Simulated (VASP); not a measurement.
# Nd (Neodymium): cell size and functional

How much does the relaxed cell of Nd (Neodymium) depend on the functional? The starting structure is a measured crystal structure from the Crystallography Open Database. The first relaxation on each setting starts from this cell expanded by 3 % in volume.

Method: Kohn-Sham DFT with plane waves and PAW; PBEsol, LDA, PBE, PBEsol + D3(BJ), r2SCAN and r2SCAN + rVV10, in VASP 6.6.1.

## Step 1: Starting point

Symmetry: P6_3/mmc, No. 194, hexagonal system. The conventional cell has a = 3.658 Å, b = 3.658 Å, c = 11.799 Å, α = 90.00°, β = 90.00°, γ = 120.00°. Nd has 12 Nd at 3.63 to 3.66 Å nearest. Nd has 12 Nd at 3.63 to 3.66 Å nearest.

## Step 2: Relaxation with PBEsol

PBEsol restores the gradient expansion of exchange and is tuned for the cells of solids. This run starts from the cell of an earlier relaxation, which isn't shown; the restart sets up the plane waves anew.

Input file INCAR:

```
SYSTEM = Nd
PREC = Accurate
ENCUT = 450
EDIFF = 1E-06
NELM = 100
ISMEAR = 1
SIGMA = 0.15
LREAL = .FALSE.
ALGO = Normal
GGA = PS
NBANDS = 30
ISPIN = 2
MAGMOM = 0 0 0 0
LASPH = .TRUE.
LMAXMIX = 6
LORBIT = 11
LWAVE = .FALSE.
LCHARG = .FALSE.
KPAR = 8
IBRION = 2
NSW = 50
ISIF = 3
EDIFFG = -0.006
```

Input file POSCAR:

```
Nd
1.0
    3.6235642389      0.0000000000      0.0000000000
   -1.8117821195      3.1380986831      0.0000000000
    0.0000000000      0.0000000000     11.6567106487
Nd
4
Direct
    0.6666666667      0.3333333333      0.2500000000
    0.3333333333      0.6666666667      0.7500000000
    0.0000000000      0.0000000000      0.5000000000
    0.0000000000      0.0000000000      0.0000000000
```

Input file KPOINTS:

```
Automatic mesh
0
Gamma
12 12 4
0 0 0
```

Potentials, in the order of the species: Nd_3 (PBE family, release 64).

Launch:

```bash
$ mpirun -np 8 vasp_std
```

What it wrote:

```text
[banner, memory and clock lines left out]
running    8 mpi-ranks, on    1 nodes
 distrk:  each k-point on    1 cores,    8 groups
 distr:  one band on    1 cores,    1 groups

 POSCAR found type information on POSCAR Nd
 POSCAR found :  1 types and       4 ions
|                                                                             |
|           W    W    AA    RRRRR   N    N  II  N    N   GGGG   !!!           |
|           W    W   A  A   R    R  NN   N  II  NN   N  G    G  !!!           |
|           W    W  A    A  R    R  N N  N  II  N N  N  G       !!!           |
|           W WW W  AAAAAA  RRRRR   N  N N  II  N  N N  G  GGG   !            |
|           WW  WW  A    A  R   R   N   NN  II  N   NN  G    G                |
|           W    W  A    A  R    R  N    N  II  N    N   GGGG   !!!           |
|                                                                             |
|     For optimal performance we recommend to set                             |
|       NCORE = 2 up to number-of-cores-per-socket                            |
|     NCORE specifies how many cores store one orbital (NPAR=cpu/NCORE).      |
|     This setting can greatly improve the performance of VASP for DFT.       |
|     The default, NCORE=1 might be grossly inefficient on modern             |
|     multi-core architectures or massively parallel machines. Do your        |
|     Unfortunately you need to use the default for GW and RPA                |
|     calculations (for HF NCORE is supported but not extensively tested      |
|     yet).                                                                   |
|                                                                             |

|                                                                             |
|               ----> ADVICE to this user running VASP <----                  |
|                                                                             |
|     You enforced a specific xc type in the INCAR file but a different       |
|     [... a line on the potential file left out ...]
|     I HOPE YOU KNOW WHAT YOU ARE DOING!                                     |
|                                                                             |

 LDA part: xc-table for (Slater+PW92), standard interpolation
 POSCAR, INCAR and KPOINTS ok, starting setup
 FFT: planning ... GRIDC
 FFT: planning ... GRID_SOFT
 FFT: planning ... GRID
 WAVECAR not read
 entering main loop
       N       E                     dE             d eps       ncg     rms          rms(c)
DAV:   1     0.354550841310E+03    0.35455E+03   -0.19483E+04  6840   0.124E+03
DAV:   2     0.360672714983E+01   -0.35094E+03   -0.34259E+03  7678   0.334E+02
DAV:   3    -0.198388998516E+02   -0.23446E+02   -0.22807E+02 11340   0.625E+01
DAV:   4    -0.209474961981E+02   -0.11086E+01   -0.11043E+01  9764   0.128E+01
DAV:   5    -0.209851471693E+02   -0.37651E-01   -0.37644E-01  9968   0.216E+00    0.807E+00
DAV:   6    -0.207706556410E+02    0.21449E+00   -0.20004E-01  9204   0.301E+00    0.443E+00
DAV:   7    -0.206700620463E+02    0.10059E+00   -0.32562E-01  9974   0.340E+00    0.490E-01
DAV:   8    -0.206710757381E+02   -0.10137E-02   -0.10010E-02  8926   0.532E-01    0.373E-01
DAV:   9    -0.206714787830E+02   -0.40304E-03   -0.67695E-03  7816   0.637E-01    0.242E-01
DAV:  10    -0.206713917152E+02    0.87068E-04   -0.16370E-03  7692   0.311E-01    0.115E-02
DAV:  11    -0.206713974789E+02   -0.57637E-05   -0.61574E-05  9824   0.346E-02    0.109E-02
DAV:  12    -0.206713973540E+02    0.12489E-06   -0.14446E-06  6240   0.722E-03
   1 F= -.20671397E+02 E0= -.20672317E+02  d E =-.206714E+02  mag=    -0.0000
 curvature:   0.00 expect dE= 0.000E+00 dE for cont linesearch  0.000E+00
 trial: gam= 0.00000 g(F)=  0.396E-48 g(S)=  0.922E-05 ort = 0.000E+00 (trialstep = 0.100E+01)
 search vector abs. value=  0.922E-05
 reached required accuracy - stopping structural energy minimisation
```

Run time: 29 s. Hardware: 8 MPI ranks of Intel Xeon 6975P-C (Granite Rapids), shared host; peak memory 3.6 GiB.

Lines that name or quote the potential files are left out of all logs, and their timing lines are given in words.

OUTCAR, selected parts (step 2):

```text
ion  position               nearest neighbor table
   1  0.667  0.333  0.250-   3 3.59   4 3.59   3 3.59   4 3.59   3 3.59   4 3.59
   2  0.333  0.667  0.750-   3 3.59   4 3.59   3 3.59   4 3.59   3 3.59   4 3.59
   3  0.000  0.000  0.500-   1 3.59   2 3.59   2 3.59   1 3.59   1 3.59   2 3.59
   4  0.000  0.000  0.000-   1 3.59   2 3.59   2 3.59   1 3.59   1 3.59   2 3.59

  LATTYP: Found a hexagonal cell.
 ALAT       =     3.6235642389
 C/A-ratio  =     3.2169184483

 Subroutine GETGRP returns: Found 24 space group operations
 (whereof 12 operations were pure point group operations)

The static configuration has the point symmetry D_3d.
 The point group associated with its full space group is D_6h.

 Found     57 irreducible k-points:

   k-points           NKPTS =     57   k-points in BZ     NKDIM =     57   number of bands    NBANDS=     30

   dimension x,y,z NGX =    28 NGY =   28 NGZ =   84
   dimension x,y,z NGXF=    56 NGYF=   56 NGZF=  168

   ENCUT  =  450.0 eV  33.07 Ry    5.75 a.u.   6.27  6.27 20.16*2*pi/ulx,y,z

   NELECT =      44.0000    total number of electrons

 k-points in reciprocal lattice and weights: Automatic mesh
   0.00000000  0.00000000  0.00000000       0.002
   0.08333333 -0.00000000  0.00000000       0.010
   0.16666667 -0.00000000  0.00000000       0.010
   0.25000000 -0.00000000  0.00000000       0.010
   0.33333333  0.00000000  0.00000000       0.010
   0.41666667 -0.00000000  0.00000000       0.010
   0.50000000 -0.00000000  0.00000000       0.005
   0.08333333  0.08333333  0.00000000       0.010
   0.16666667  0.08333333  0.00000000       0.021
[...]
0.33333333  0.25000000  0.50000000       0.021
   0.33333333  0.33333333  0.50000000       0.003

 average (electrostatic) potential at core
       1 -35.9046       2 -35.9046       3 -35.9204       4 -35.9204

 E-fermi :   3.5861

 spin component 1
 k-point     1 :       0.0000    0.0000    0.0000
  band No.  band energies     occupation
    ...
     16     -14.7413      1.00000
     17      -0.4075      1.00000
     18       1.0736      1.00000
     19       1.0834      1.00000
     20       1.5135      1.00000
     21       4.3389     -0.00000
     22       4.3885     -0.00000
     23       4.8592     -0.00000
     24       4.8592     -0.00000
     25       4.9292     -0.00000
    ...

 k-point     2 :       0.0833   -0.0000    0.0000
  band No.  band energies     occupation
    ...
     16     -14.7523      1.00000
     17      -0.2180      1.00000
     18       1.2457      1.00000
     19       1.2541      1.00000
     20       1.6985      1.00000
     21       4.0885     -0.00001
     22       4.2581     -0.00000
     23       4.6561     -0.00000
     24       4.6588     -0.00000
     25       4.9480     -0.00000
    ...

 k-point     3 :       0.1667   -0.0000    0.0000
  band No.  band energies     occupation
    ...
     16     -14.7843      1.00000
     17       0.3002      1.00000
     18       1.6611      1.00000
     19       1.6614      1.00000
     20       2.1683      1.00000
     21       3.6525      0.16315
     22       3.9423     -0.00199
     23       4.0935     -0.00001
     24       4.2096     -0.00000
     25       4.5401     -0.00000
    ...

 k-point     4 :       0.2500   -0.0000    0.0000
  band No.  band energies     occupation
    ...
     18       1.9394      1.00000
     19       1.9475      1.00000
     20       2.5589      1.00000
     21       3.3667      1.02927
     22       3.5641      0.62255
     23       3.6566      0.14685
     24       3.8971     -0.00626
     25       4.5651     -0.00000
     26       4.7119     -0.00000
     27       5.2709     -0.00000
    ...

 k-point     5 :       0.3333    0.0000    0.0000
  band No.  band energies     occupation
    ...
     19       1.9366      1.00000
     20       2.4843      1.00000
     21       3.1347      1.00009
     22       3.1870      1.00055
     23       3.4708      0.98165
     24       4.2236     -0.00000
     25       4.5797     -0.00000
     26       5.0717     -0.00000
     27       5.1992     -0.00000
     28       5.2618     -0.00000
    ...

 k-point     6 :       0.4167   -0.0000    0.0000
  band No.  band energies     occupation
    ...
     19       1.9069      1.00000
     20       2.4040      1.00000
     21       2.9324      1.00000
     22       3.0842      1.00001
     23       3.3611      1.02766
     24       4.2936     -0.00000
     25       4.5276     -0.00000
     26       4.8656     -0.00000
     27       5.4971     -0.00000
     28       5.9576     -0.00000
    ...

  Total       -0.0162006     -0.0162006     -0.0154877      0.0000000      0.0000000      0.0000000
  in kB       -0.1958224     -0.1958224     -0.1872060      0.0000000      0.0000000      0.0000000
  external PRESSURE =      -0.1929503 kB  Pullay stress =       0.0000000 kB

  energy-cutoff  :      450.00
  volume of cell :      132.55
      direct lattice vectors                 reciprocal lattice vectors
     3.623564239  0.000000000  0.000000000     0.275971374  0.159332147  0.000000000
    -1.811782119  3.138098683  0.000000000     0.000000000  0.318664294  0.000000000
     0.000000000  0.000000000 11.656710649     0.000000000  0.000000000  0.085787494

 POSITION                                       TOTAL-FORCE (eV/Angst)
 -----------------------------------------------------------------------------------
      1.81178      1.04603      2.91418         0.000000     -0.000000      0.000000
     -0.00000      2.09207      8.74253        -0.000000      0.000000     -0.000000
      0.00000      0.00000      5.82836        -0.000000     -0.000000     -0.000000
      0.00000      0.00000      0.00000        -0.000000     -0.000000     -0.000000
 -----------------------------------------------------------------------------------
    total drift:                               -0.000000      0.000000      0.000000

  FREE ENERGIE OF THE ION-ELECTRON SYSTEM (eV)
  ---------------------------------------------------
  free  energy   TOTEN  =       -20.6713973540 eV

  energy  without entropy=      -20.6741568744  energy(sigma->0) =      -20.67231719

 reached required accuracy - stopping structural energy minimisation

 total charge
# of ion       s       p       d       tot
------------------------------------------
    1        2.166   5.771   1.003   8.940
    2        2.166   5.771   1.003   8.940
    3        2.165   5.765   1.015   8.945
    4        2.165   5.765   1.015   8.945
--------------------------------------------------
tot          8.662  23.072   4.036  35.770

 magnetization (x)
# of ion       s       p       d       tot
------------------------------------------
    1       -0.000   0.000  -0.000  -0.000
    2       -0.000   0.000  -0.000  -0.000
    3       -0.000   0.000   0.000   0.000
    4       -0.000   0.000   0.000   0.000
--------------------------------------------------
tot         -0.000   0.000   0.000   0.000

[... 4 further parts left out ...]
```

CONTCAR:

```
Nd
   1.00000000000000
     3.6235642388999998    0.0000000000000000    0.0000000000000000
    -1.8117821194999999    3.1380986831000000    0.0000000000000000
     0.0000000000000000    0.0000000000000000   11.6567106487000007
  Nd
     4
Direct
     0.6666666667000030    0.3333333332999970    0.2500000000000000
     0.3333333332999970    0.6666666667000030    0.7500000000000000
     0.0000000000000000    0.0000000000000000    0.5000000000000000
     0.0000000000000000    0.0000000000000000    0.0000000000000000
```

The data set Nd_3 holds the 4f electrons frozen in the core, so no f bands or f moments appear. The PAW data sets were made with PBE, which is usual practice but a small mismatch for other functionals. The run keeps the 24 symmetry operations of its start, so it cannot find a distortion of lower symmetry.

With PBEsol the relaxed cell holds 33.137 Å³ an atom, -3.05 % against the measured cell, with a = 3.624 Å and c = 11.657 Å.

## Step 3: Relaxation with LDA

LDA, the lowest rung, knows the local density alone. This run starts from the cell of an earlier relaxation, which isn't shown; the restart sets up the plane waves anew.

Changes to INCAR since step 2:

```diff
@@ -9,3 +9,3 @@
 ALGO = Normal
-GGA = PS
+GGA = CA
 NBANDS = 30
```

Input file POSCAR:

```
Nd
1.0
    3.5670941817      0.0000000000      0.0000000000
   -1.7835470908      3.0891941790      0.0000000000
    0.0000000000      0.0000000000     11.4719385665
Nd
4
Direct
    0.6666666667      0.3333333333      0.2500000000
    0.3333333333      0.6666666667      0.7500000000
    0.0000000000      0.0000000000      0.5000000000
    0.0000000000      0.0000000000      0.0000000000
```

KPOINTS is that of step 2.

Launch:

```bash
$ mpirun -np 8 vasp_std
```

What it wrote:

```text
[banner, memory and clock lines left out]
running    8 mpi-ranks, on    1 nodes
[...]
[... a notice as in an earlier step ...]

 [... a notice as in an earlier step ...]

 LDA part: xc-table for (Slater(with rela. corr.)+CA(PZ))
 , standard interpolation
 POSCAR, INCAR and KPOINTS ok, starting setup
[...]
entering main loop
       N       E                     dE             d eps       ncg     rms          rms(c)
DAV:   1     0.356040158466E+03    0.35604E+03   -0.19629E+04  6840   0.125E+03
DAV:   2     0.258671510001E+01   -0.35345E+03   -0.34436E+03  7638   0.338E+02
DAV:   3    -0.209739300335E+02   -0.23561E+02   -0.22883E+02 11296   0.633E+01
DAV:   4    -0.220632111158E+02   -0.10893E+01   -0.10847E+01  9782   0.128E+01
[...]
DAV:  10    -0.216812460878E+02    0.73933E-04   -0.79858E-04  8040   0.202E-01    0.198E-02
DAV:  11    -0.216812475391E+02   -0.14513E-05   -0.39605E-05  9406   0.281E-02    0.854E-03
DAV:  12    -0.216812468493E+02    0.68983E-06   -0.10563E-06  5428   0.777E-03
   1 F= -.21681247E+02 E0= -.21680979E+02  d E =-.216812E+02  mag=    -0.0000
[...]
reached required accuracy - stopping structural energy minimisation
```

The job ended after 27 s (8 MPI ranks; peak memory 2.9 GiB).

OUTCAR, selected parts (step 3):

```text
  Total        0.0048585      0.0048585      0.0063230      0.0000000     -0.0000000      0.0000000
  in kB        0.0615769      0.0615769      0.0801382      0.0000000     -0.0000000      0.0000000
  external PRESSURE =       0.0677640 kB  Pullay stress =       0.0000000 kB

 POSITION                                       TOTAL-FORCE (eV/Angst)
 -----------------------------------------------------------------------------------
      1.78355      1.02973      2.86798         0.000000     -0.000000      0.000000
     -0.00000      2.05946      8.60395        -0.000000      0.000000     -0.000000
      0.00000      0.00000      5.73597         0.000000      0.000000      0.000000
      0.00000      0.00000      0.00000         0.000000      0.000000      0.000000
 -----------------------------------------------------------------------------------
    total drift:                               -0.000000      0.000000      0.000000

  FREE ENERGIE OF THE ION-ELECTRON SYSTEM (eV)
  ---------------------------------------------------
  free  energy   TOTEN  =       -21.6812468493 eV

  energy  without entropy=      -21.6804434839  energy(sigma->0) =      -21.68097906

 magnetization (x)
# of ion       s       p       d       tot
------------------------------------------
    1        0.000  -0.000   0.000   0.000
    2        0.000  -0.000   0.000   0.000
    3        0.000   0.000  -0.000  -0.000
    4        0.000   0.000  -0.000  -0.000
--------------------------------------------------
tot          0.000   0.000  -0.000  -0.000

[... 2 parts as in an earlier step ...]

[... 2 further parts left out ...]
[key lines of the parts left out:]
E-fermi :   3.7475
```

With LDA the relaxed cell holds 31.604 Å³ an atom, -7.54 % against the measured cell, with a = 3.567 Å and c = 11.472 Å. That is -4.63 % from PBEsol.

## Step 4: Relaxation with PBE

PBE, the usual starting point, adds the gradient of the density.

Changes to INCAR since step 3:

```diff
@@ -9,3 +9,3 @@
 ALGO = Normal
-GGA = CA
+GGA = PE
 NBANDS = 30
```

Input file POSCAR:

```
Nd
1.0
    3.6941191872      0.0000000000      0.0000000000
   -1.8470595936      3.1992010607      0.0000000000
    0.0000000000      0.0000000000     11.9160313605
Nd
4
Direct
    0.6666666667      0.3333333333      0.2500000000
    0.3333333333      0.6666666667      0.7500000000
    0.0000000000      0.0000000000      0.5000000000
    0.0000000000      0.0000000000      0.0000000000
```

KPOINTS is that of step 3.

Launch:

```bash
$ mpirun -np 8 vasp_std
```

What it wrote:

```text
[banner, memory and clock lines left out]
running    8 mpi-ranks, on    1 nodes
[...]
[... a notice as in an earlier step ...]

 LDA part: xc-table for (Slater+PW92), standard interpolation
 POSCAR, INCAR and KPOINTS ok, starting setup
[...]
entering main loop
       N       E                     dE             d eps       ncg     rms          rms(c)
DAV:   1     0.358500207780E+03    0.35850E+03   -0.19386E+04  6840   0.123E+03
DAV:   2     0.544879497500E+01   -0.35305E+03   -0.34494E+03  7712   0.334E+02
DAV:   3    -0.179169387344E+02   -0.23366E+02   -0.22774E+02 11346   0.622E+01
DAV:   4    -0.190676042545E+02   -0.11507E+01   -0.11457E+01  9830   0.130E+01
[...]
DAV:  10    -0.188532585017E+02    0.31242E-05   -0.17117E-03  7746   0.319E-01    0.710E-03
DAV:  11    -0.188532658419E+02   -0.73401E-05   -0.81721E-05 10236   0.380E-02    0.759E-03
DAV:  12    -0.188532653481E+02    0.49380E-06   -0.16434E-06  6580   0.712E-03
   1 F= -.18853265E+02 E0= -.18854531E+02  d E =-.188533E+02  mag=    -0.0000
[... from here on, the cycles between the ionic steps are left out ...]
   2 F= -.18853751E+02 E0= -.18855032E+02  d E =-.485617E-03  mag=     0.0000
   3 F= -.18853751E+02 E0= -.18855033E+02  d E =-.485783E-03  mag=     0.0000
   4 F= -.18853764E+02 E0= -.18855057E+02  d E =-.125137E-04  mag=     0.0000
 trial-energy change:   -0.000013  1 .order   -0.000014   -0.000022   -0.000006
 step:   1.3926(harm=  1.3926)  dis= 0.00000  next Energy=   -18.853766 (dE=-0.151E-04)
 reached required accuracy - stopping structural energy minimisation
```

The job ended after 76 s (8 MPI ranks; peak memory 3.9 GiB).

OUTCAR, selected parts (step 4):

```text
  Total       -0.0025261     -0.0025261     -0.0141781      0.0000000      0.0000000     -0.0000000
  in kB       -0.0285830     -0.0285830     -0.1604281      0.0000000      0.0000000     -0.0000000
  external PRESSURE =      -0.0725314 kB  Pullay stress =       0.0000000 kB

 POSITION                                       TOTAL-FORCE (eV/Angst)
 -----------------------------------------------------------------------------------
      1.85173      1.06910      2.98018         0.000000     -0.000000      0.000000
     -0.00000      2.13819      8.94054        -0.000000      0.000000     -0.000000
      0.00000     -0.00000      5.96036        -0.000000      0.000000      0.000000
      0.00000      0.00000      0.00000        -0.000000     -0.000000      0.000000
 -----------------------------------------------------------------------------------
    total drift:                               -0.000000      0.000000      0.000000

  FREE ENERGIE OF THE ION-ELECTRON SYSTEM (eV)
  ---------------------------------------------------
  free  energy   TOTEN  =       -18.8537636445 eV

  energy  without entropy=      -18.8576435360  energy(sigma->0) =      -18.85505694

 magnetization (x)
# of ion       s       p       d       tot
------------------------------------------
    1        0.000   0.000  -0.000   0.000
    2        0.000   0.000  -0.000   0.000
    3        0.000   0.000  -0.000   0.000
    4        0.000   0.000  -0.000   0.000
--------------------------------------------------
tot          0.000   0.000  -0.000   0.000

[... 2 parts as in an earlier step ...]

[... 2 further parts left out ...]
[key lines of the parts left out:]
E-fermi :   3.3715
```

With PBE the relaxed cell holds 35.399 Å³ an atom, +3.56 % against the measured cell, with a = 3.703 Å and c = 11.921 Å. That is +6.82 % from PBEsol.

[end of part 1 of 2]

[Lines on the potential files, build, host, timing and source positions are cut from VASP's logs without a mark.]

[Logs are printed without paths, hosts, clocks, repeated set-up lines and the standing remarks that a program may print on its own settings, such as how far it seeks lower states.]

[Hosts, paths, dates, database ids (printed as entryN), source tags and the programs' standing remarks are cut or masked in the printed files.]
